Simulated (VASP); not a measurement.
# SiBrClF₂: harmonic vibrations of a molecule

SiBrClF₂, molecule in box, 5 atoms in the cell. PBE, harmonic vibrations; PAW potentials F, Si, Cl, Br (PBE set).

## Input

INCAR.step1:
```
SYSTEM = SiBrClF2
ALGO = Normal
EDIFF = 1E-8
EDIFFG = -0.002
ENCUT = 400
IBRION = 2
ISIF = 2
ISMEAR = 0
ISYM = 0
LASPH = .TRUE.
LCHARG = .FALSE.
LREAL = .FALSE.
LWAVE = .FALSE.
NELM = 100
NSW = 60
POTIM = 0.5
PREC = Accurate
SIGMA = 0.01
```

INCAR.step2, as INCAR.step1 but for:
```
- EDIFFG = -0.002
- IBRION = 2
- ISIF = 2
- NSW = 60
- POTIM = 0.5
+ IBRION = 5
+ NFREE = 2
+ NSW = 1
+ POTIM = 0.015
```

KPOINTS:
```
k-points
0
Gamma
  1 1 1
```

POSCAR.step1:
```
SiBrClF2
1.0
   12.0000000000      0.0000000000      0.0000000000
    0.0000000000     12.0000000000      0.0000000000
    0.0000000000      0.0000000000     12.0000000000
F Si Cl Br
2 1 1 1
Direct
    0.6064125000      0.3790625000      0.5093416700
    0.4409708300      0.4519458300      0.6188416700
    0.4997208300      0.4546625000      0.5018083300
    0.3957541700      0.3914125000      0.3868250000
    0.5489875000      0.6244375000      0.4632333300
```

Commands (each step's output is kept before the next begins):
```
cat potpaw_PBE.64/F/POTCAR potpaw_PBE.64/Si/POTCAR potpaw_PBE.64/Cl/POTCAR potpaw_PBE.64/Br/POTCAR > POTCAR
cp INCAR.step1 INCAR
cp POSCAR.step1 POSCAR
mpirun -np 4 vasp_gam > vasp.out
cp CONTCAR POSCAR
cp INCAR.step2 INCAR
mpirun -np 4 vasp_gam > vasp.out
```

## Result

- Vibrations (cm⁻¹; a negative value is imaginary): 928, 854, 593, 430, 292, 250, 246, 181, 138
- Zero-point energy (eV): 0.243
- Translations and rotations, which should read zero (cm⁻¹): -6, -4, -2, 6, 8, 17
- Vibrational entropy at 298 K (meV/K): 0.508
- Displaced cells: 30
- Ionic steps, all stages: 50
- Electronic steps, all stages: 885

VASP 6.6.1 took 797 s on 4 cores (AMD EPYC 9R14 (Zen 4)), a shared host.
